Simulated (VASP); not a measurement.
Given:

```
CELL_PARAMETERS angstrom
      2.62297     1.51437     4.86437
     -2.62297     1.51437     4.86437
      0.00000    -3.02875     4.86437
ATOMIC_POSITIONS crystal
  F  0.23850 0.61850 0.92850
  F  0.92850 0.23850 0.61850
  F  0.61850 0.92850 0.23850
  F  0.76150 0.38150 0.07150
  F  0.07150 0.76150 0.38150
  F  0.38150 0.07150 0.76150
  Cr 0.00000 0.00000 0.00000
  Hg 0.50000 0.50000 0.50000
```
Starting moments (μB, in the order of the record's atoms F F F F F F Cr Hg): 0.0 0.0 0.0 0.0 0.0 0.0 3.0 0.0.

All values below come from PBEsol GGA, VASP's PBE PAW potentials (set 64) (plane waves; VASP). Numerical set-up: 400 eV cut-off, 3×3×3 Γ-centred mesh, Gaussian smearing of 0.10 eV, potentials F Cr_pv Hg.

The moments were started parallel, and other spin orders were not tried in this run.

**Question.** Give the spin-up energies of bands 24 to 37 at the high-symmetry points, in eV from the Fermi level.

**Answer.** 
```json
[
 {"band": "24", "Γ": "-2.98", "T": "-2.69", "H2": "-2.79", "L": "-2.51", "S0": "-2.75", "F": "-3.00"},
 {"band": "25", "Γ": "-2.53", "T": "-2.48", "H2": "-2.71", "L": "-2.45", "S0": "-2.62", "F": "-2.74"},
 {"band": "26", "Γ": "-2.27", "T": "-2.24", "H2": "-2.48", "L": "-2.30", "S0": "-2.49", "F": "-2.68"},
 {"band": "27", "Γ": "-2.27", "T": "-2.09", "H2": "-2.45", "L": "-2.14", "S0": "-2.39", "F": "-2.50"},
 {"band": "28", "Γ": "-2.06", "T": "-2.09", "H2": "-2.23", "L": "-2.10", "S0": "-2.17", "F": "-2.30"},
 {"band": "29", "Γ": "-2.06", "T": "-2.00", "H2": "-2.15", "L": "-2.00", "S0": "-2.08", "F": "-2.21"},
 {"band": "30", "Γ": "-2.06", "T": "-2.00", "H2": "-1.87", "L": "-1.88", "S0": "-2.02", "F": "-2.14"},
 {"band": "31", "Γ": "-1.56", "T": "-1.14", "H2": "-1.32", "L": "-1.19", "S0": "-1.27", "F": "-1.35"},
 {"band": "32", "Γ": "-1.56", "T": "-1.14", "H2": "-1.20", "L": "-1.01", "S0": "-1.20", "F": "-1.14"},
 {"band": "33", "Γ": "-0.19", "T": "-0.16", "H2": "-0.12", "L": "-0.23", "S0": "-0.18", "F": "-0.26"},
 {"band": "34", "Γ": "0.13", "T": "-0.07", "H2": "-0.04", "L": "-0.11", "S0": "-0.02", "F": "0.00"},
 {"band": "35", "Γ": "0.13", "T": "-0.07", "H2": "0.04", "L": "0.00", "S0": "0.05", "F": "0.14"},
 {"band": "36", "Γ": "2.44", "T": "2.17", "H2": "1.82", "L": "2.09", "S0": "1.81", "F": "1.66"},
 {"band": "37", "Γ": "2.44", "T": "2.17", "H2": "2.24", "L": "2.19", "S0": "2.29", "F": "2.43"}
]
```

**Question.** Give the spin-down energies of bands 24 to 37 at the high-symmetry points, in eV from the Fermi level.

**Answer.** 
```tsv
band	Γ	T	H2	L	S0	F
24	-2.72	-2.69	-2.78	-2.51	-2.74	-2.87
25	-2.47	-2.49	-2.65	-2.45	-2.54	-2.69
26	-2.29	-2.23	-2.47	-2.31	-2.48	-2.51
27	-2.29	-2.06	-2.44	-2.14	-2.38	-2.39
28	-2.06	-2.06	-2.16	-2.07	-2.16	-2.30
29	-2.05	-2.00	-2.07	-1.97	-2.01	-2.15
30	-2.05	-2.00	-1.83	-1.88	-1.93	-2.10
31	-1.42	-1.17	-1.26	-1.21	-1.23	-1.31
32	-1.42	-1.17	-1.16	-1.04	-1.17	-1.11
33	1.95	2.02	1.81	1.92	1.79	1.65
34	2.08	2.02	2.00	2.01	2.01	2.04
35	2.08	2.03	2.10	2.06	2.10	2.11
36	2.67	3.27	2.70	3.19	2.70	2.60
37	3.49	3.27	3.32	3.29	3.36	3.48
```

It has no gap at this level: it comes out as a metal or semimetal.

The structure comes from a measured CrHgF6 entry of the Crystallography Open Database, whose conditions weren't checked. The cell was not relaxed at this level. The k-mesh is coarse (spacing up to 0.48 per Å, 2π included), so the numbers may not be converged in it.
